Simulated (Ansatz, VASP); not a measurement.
**Ta (S5(310) boundary in bcc Ta) in two plane-wave programs**

Aim: how closely do two programs agree when they are given the same cell, functional and k mesh? Of the first pair: The structure shown is the start of the Ansatz relaxation below; VASP solves that cell, so the two are compared at the walk's first step.

Method: plane waves, with VASP 6.6.1 beside it; PBEsol, in Ansatz 0.2.0.

**1. The structure**

The cell holds 19 atoms: 19 Ta. Cell: a = 5.477 Å, b = 3.303 Å, c = 30.199 Å, α = 90.0°, β = 90.0°, γ = 72.5°. It derives from Ta. As first built, before any earlier steps moved the atoms or strained the cell (in the runner's words): plane [3, 1, 0]; removed 1; opened 0.4. Vacuum lies along c.

**2. Ansatz: relaxation, PBEsol**

Ansatz runs on its PAW soft_1 files.

The two programs are compared at the cell with which this relaxation starts, whose forces are those of its first step.

Contents of input.yaml:

```yaml
crystal:
  lattice:
    - [5.4766761838, 0.0, 0.0]
    - [0.9957593061, 3.1488674087, 0.0]
    - [0.0, 0.0, 30.1985010762]
  atoms:
    - { symbol: Ta, position: [0.7999999999, 0.6, 0.1655711317] }
    - { symbol: Ta, position: [0.1999999999, 0.9, 0.2001543439] }
    - { symbol: Ta, position: [0.5999999999, 0.2, 0.2347375561] }
    - { symbol: Ta, position: [1.0, 0.5, 0.2693207683] }
    - { symbol: Ta, position: [0.4, 0.8, 0.3039039805] }
    - { symbol: Ta, position: [0.8, 0.1, 0.3384871927] }
    - { symbol: Ta, position: [0.2, 0.4, 0.373070405] }
    - { symbol: Ta, position: [0.6, 0.7, 0.4076536172] }
    - { symbol: Ta, position: [0.0, 0.0, 0.4422368294] }
    - { symbol: Ta, position: [0.6, 0.7, 0.4900657321] }
    - { symbol: Ta, position: [0.2, 0.4, 0.5246489443] }
    - { symbol: Ta, position: [0.8, 0.1, 0.5592321565] }
    - { symbol: Ta, position: [0.4, 0.8, 0.5938153687] }
    - { symbol: Ta, position: [1.0, 0.5, 0.6283985809] }
    - { symbol: Ta, position: [0.5999999999, 0.2, 0.6629817931] }
    - { symbol: Ta, position: [0.1999999999, 0.9, 0.6975650053] }
    - { symbol: Ta, position: [0.7999999999, 0.6, 0.7321482175] }
    - { symbol: Ta, position: [0.3999999999, 0.3, 0.7667314297] }
    - { symbol: Ta, position: [0.9999999999, 0.0, 0.8013146419] }
kpoints:
  mp_grid: { grid: [7, 7, 1] }
hamiltonian:
  xc: pbesol
  pseudopotentials: { kind: paw, azcp: { folder: soft_1 }, xc_functional: pbe }
scf:
  occupations: { method: fermi_dirac, width: 0.1 }
relax:
  f_tol: 0.03
  max_steps: 80
  constraints: [{ sites: [0, 1, 2] }]
```

On the command line:

```bash
> ansatz run input.yaml --threads 4 --pin off --max-ram 15360MiB --backend cpu --events-out ev --progress --plain --runs-dir out
```

Numbers of over 12 decimals in the logs are rounded to 6 here.

The program printed:

```text
Engine: ansatz 0.2.0, aarch64-unknown-linux-gnu
Pseudopotentials: kind: paw
Pseudopotential: Ta, paw, valence charge 13, recommended cutoff 420 eV (normal), soft_1/Ta.paw.azcp
Functional definition: PBEsol
  exchange = pbesol_x
  correlation = pbesol_c
Crystal: 19 atoms, lattice volume = 520.783 Å³
Basis set: ecut = 420 eV, 10209 PW (Γ), exchange–correlation on 80×48×432 points (8 copies of the dense FFT grid, shifted against one another)
Bands: 149, of which v1, the nominal top of the filled ones, is band 124 counted from 1 (123 counted from 0)
Symmetry: 2 space group operations
Space group: Cm (ITA 8), of the structure as read, at distance tolerance 8.0e-5 Å
k-points: 16 of 49 (time reversal used)
Non-local potential: Ta, projectors of the file, l = 0: 3, l = 1: 2, l = 2: 2, l = 3: 1
PAW form: soft (Blöchl's): semilocal exchange-correlation on the pseudo side does not see the compensation charge
PAW frozen core: Ta, regenerated for the run's functional, and the local potential with it (the file was generated under x = pbe(κ = 0.804, μ = 0.219515), c = pbe(β = 0.066725))
PAW one-centre angular grid: Ta, 590 points (default); XC on 64 Gauss nodes
Initial density: superposition of atomic densities (neutral atoms: chi_scale 0, normalization atom)
Initial wavefunctions: pseudopotential atomic-orbital guess
Functional: x = pbesol(κ = 0.804, μ = 0.123457), c = pbesol(β = 0.046)
SCF iter   1: F=—  HF=-186344.420046 eV  |F-HF|=—  |Δ(HF+E_count)|=         —  Δρ=5.22e-2  dr2=3.21e2  ethr=3.10e-3  ⟨swp⟩=9.6  Hψ=11705  notcnv=0  defer=6
preconditioner: auto → LDOS  [metal: Δε(μ)=0.011 eV  Ē_g=4.303 eV  σ=0.100 eV  W_gap=0.03  n_scr=118 (ndim 8)  ℏωp=15.9 eV  f_vac=0.266  D(μ)=17.35/eV (n_scr^D=126)  β→1.0]
SCF iter   2: F=—  HF=-186344.491748 eV  |F-HF|=—  |Δ(HF+E_count)|=   7.17e-2  Δρ=6.07e-2  dr2=6.86e2  ethr=3.10e-3  ⟨swp⟩=14.5  Hψ=15894  notcnv=0  defer=31
SCF iter   3: F=—  HF=-186332.618308 eV  |F-HF|=—  |Δ(HF+E_count)|=    1.19e1  Δρ=1.35e-2  dr2=6.78e0  ethr=3.10e-3  ⟨swp⟩=11.4  Hψ=8675  notcnv=0  defer=9
SCF iter   4: F=—  HF=-186332.370667 eV  |F-HF|=—  |Δ(HF+E_count)|=   2.48e-1  Δρ=4.06e-3  dr2=4.72e-1  ethr=2.74e-3  ⟨swp⟩=2.7  Hψ=3090  notcnv=0  defer=9
SCF iter   5: F=—  HF=-186332.366250 eV  |F-HF|=—  |Δ(HF+E_count)|=   4.42e-3  Δρ=1.92e-3  dr2=6.66e-1  ethr=1.91e-4  ⟨swp⟩=3.4  Hψ=3799  notcnv=0  defer=13
SCF iter   6: F=—  HF=-186332.349867 eV  |F-HF|=—  |Δ(HF+E_count)|=   1.64e-2  Δρ=6.05e-4  dr2=5.88e-2  ethr=1.91e-4  ⟨swp⟩=1.5  Hψ=2452  notcnv=0  defer=12
SCF iter   7: F=—  HF=-186332.347879 eV  |F-HF|=—  |Δ(HF+E_count)|=   1.99e-3  Δρ=4.13e-4  dr2=1.70e-2  ethr=2.38e-5  ⟨swp⟩=2.6  Hψ=3140  notcnv=0  defer=12
SCF iter   8: F=—  HF=-186332.348197 eV  |F-HF|=—  |Δ(HF+E_count)|=   3.19e-4  Δρ=2.86e-4  dr2=6.72e-3  ethr=6.88e-6  ⟨swp⟩=2.1  Hψ=2811  notcnv=0  defer=12
SCF iter   9: F=—  HF=-186332.348072 eV  |F-HF|=—  |Δ(HF+E_count)|=   1.26e-4  Δρ=7.38e-5  dr2=5.79e-4  ethr=2.72e-6  ⟨swp⟩=1.9  Hψ=2621  notcnv=0  defer=10
SCF iter  10: F=-186332.348125 eV  HF=-186332.348141 eV  |F-HF|=1.54e-5  |Δ(HF+E_count)|=   6.89e-5  Δρ=1.85e-5  dr2=2.15e-5  ethr=9.11e-9  ⟨swp⟩=4.4  Hψ=9926  notcnv=0
SCF 1 converged in 10 iterations: F = -186332.348125 eV  dr2 = 2.15e-5
  greatest PAW one-centre occupation: 0.999 electrons in one spin orbital (limit 2), on the Ta atom at site 15 (counted from 0), in its partial waves of l = 0
relax step   1: F+E_penalty+E_count = -186332.34812540 eV  Δ(F+E_penalty+E_count) = +0.000e0 eV  max|allowed force component| = 2.121e0 eV/Å  Δτ_max = 0.0000 Å  (10 SCF iters, dr2 threshold 2.25e-5 eV, accepted)
[...]
relax step  12: F+E_penalty+E_count = -186333.13767690 eV  Δ(F+E_penalty+E_count) = +2.432e-3 eV  max|allowed force component| = 1.335e-1 eV/Å  Δτ_max = 0.1119 Å  (6 SCF iters, dr2 threshold 7.41e-6 eV, rejected (line search))
[...]
relax step  13: F+E_penalty+E_count = -186333.14111484 eV  Δ(F+E_penalty+E_count) = -1.006e-3 eV  max|allowed force component| = 6.940e-2 eV/Å  Δτ_max = 0.0548 Å  (8 SCF iters, accepted)
[...]
relax step  14: F+E_penalty+E_count = -186333.14076890 eV  Δ(F+E_penalty+E_count) = +3.459e-4 eV  max|allowed force component| = 4.865e-2 eV/Å  Δτ_max = 0.0225 Å  (5 SCF iters, dr2 threshold 1.84e-6 eV, rejected (line search))
[...]
relax step  15: F+E_penalty+E_count = -186333.14192120 eV  Δ(F+E_penalty+E_count) = -8.064e-4 eV  max|allowed force component| = 1.791e-2 eV/Å  Δτ_max = 0.0097 Å  (6 SCF iters, accepted)
SCF converged after 6 iterations
Free energy (F): -186333.141921 eV
Harris-Foulkes:  -186333.141921 eV  (|F-HF|=5.15e-9)
Internal energy: -186332.440331 eV  (E = F + TS)
E sigma→0 (E₀):  -186332.791126 eV
Entropy (-TS):   -0.701590 eV (-36.926 meV/atom)
Fermi energy:    10.906802 eV
--- Per-component energies (eV) ---
  E_band       = -3905.348237
  E_kinetic    = 7473.102128
  E_local      = -199443.336280  (includes V_loc(G=0)·N_el)
  E_nonlocal   = -164.237537
  E_hartree    = 97324.450375
  E_xc         = -6050.500757
  E_vxc        = -4426.891861  (∫ρ·V_xc dr)
  E_paw        = -155443.555509  (= ΣΔE_a)
  E_vpaw       = -1992.910699  (= ΣTr[D̂ρ^β])
  E_aug_tail   = 0.001903  (compensation charges beyond the density's cutoff)
  E_ewald      = 69967.574803
  E_core_change = 4.060543  (= ΣΔE_core)
  E_smearing   = -0.701590  (= −TS)
  E_closure    = -0.000000  (closes the sum)
  Σ components = -186333.141921   (vs F -186333.141921, Δ=0.00e0)
--- Forces (eV/Å), atoms counted from 1 ---
  atom   1  Ta     0.02525875    -0.00798752     2.03426901
  atom   2  Ta    -0.50942366     0.16109390    -0.68852309
  atom   3  Ta     0.48402222    -0.15306127    -1.34134580
  atom   4  Ta    -0.00155412     0.00049146     0.00177952
  atom   5  Ta    -0.00026143     0.00008267     0.00263633
  atom   6  Ta     0.00553758    -0.00175114    -0.01298878
  atom   7  Ta    -0.00495466     0.00156680     0.00041947
  atom   8  Ta     0.00007113    -0.00002249     0.00130168
  atom   9  Ta     0.00813399    -0.00257219     0.01054279
  atom  10  Ta     0.00558727    -0.00176685    -0.00107895
  atom  11  Ta    -0.01790846     0.00566315    -0.01031089
  atom  12  Ta     0.00101171    -0.00031993     0.00367060
  atom  13  Ta     0.00405316    -0.00128172    -0.00950246
  atom  14  Ta     0.00658534    -0.00208247     0.00367942
  atom  15  Ta    -0.00416096     0.00131581     0.00732886
  atom  16  Ta     0.00158671    -0.00050176    -0.00531237
  atom  17  Ta    -0.00701640     0.00221878     0.00431456
  atom  18  Ta     0.00139140    -0.00044000     0.00305190
  atom  19  Ta     0.00202042    -0.00063891    -0.00395416
  max |Σ_I F_I| component: 2.24e-5 eV/Å
--- Relaxed structure (15 steps of the walk, 12 accepted, 0 SCFs on fresh bases) ---
  F+E_penalty+E_count = -186333.14192120 eV   max|allowed force component| = 1.791e-2 eV/Å
  atoms:
    - { symbol: Ta, position: [0.7999999999, 0.600000, 0.165571] }
    - { symbol: Ta, position: [0.200000, 0.900000, 0.200154] }
    - { symbol: Ta, position: [0.600000, 0.200000, 0.234738] }
    - { symbol: Ta, position: [1.000244, 0.499878, 0.266028] }
    - { symbol: Ta, position: [0.395228, 0.802386, 0.302659] }
    - { symbol: Ta, position: [0.810918, 0.094541, 0.334894] }
    - { symbol: Ta, position: [0.192813, 0.403593, 0.373173] }
    - { symbol: Ta, position: [0.603001, 0.698500, 0.397217] }
    - { symbol: Ta, position: [-0.048243, 0.024122, 0.443252] }
    - { symbol: Ta, position: [0.497272, 0.751364, 0.481565] }
    - { symbol: Ta, position: [0.100963, 0.449518, 0.514611] }
    - { symbol: Ta, position: [0.704768, 0.147616, 0.547662] }
    - { symbol: Ta, position: [0.306253, 0.846873, 0.581761] }
    - { symbol: Ta, position: [0.901642, 0.549179, 0.615962] }
    - { symbol: Ta, position: [0.498767, 0.250617, 0.649955] }
    - { symbol: Ta, position: [0.102614, 0.948693, 0.685914] }
    - { symbol: Ta, position: [0.701146, 0.649427, 0.718526] }
    - { symbol: Ta, position: [0.289518, 0.355241, 0.753348] }
    - { symbol: Ta, position: [0.890546, 0.054727, 0.779575] }
```

[end of part 1 of 3]

[Lines on the potential files, build, host, timing and source positions are cut from VASP's logs without a mark.]

[Logs are printed without paths, hosts, clocks, repeated set-up lines and the standing remarks that a program may print on its own settings, such as how far it seeks lower states.]

[Hosts, paths, dates, database ids (printed as entryN), source tags and the programs' standing remarks are cut or masked in the printed files.]
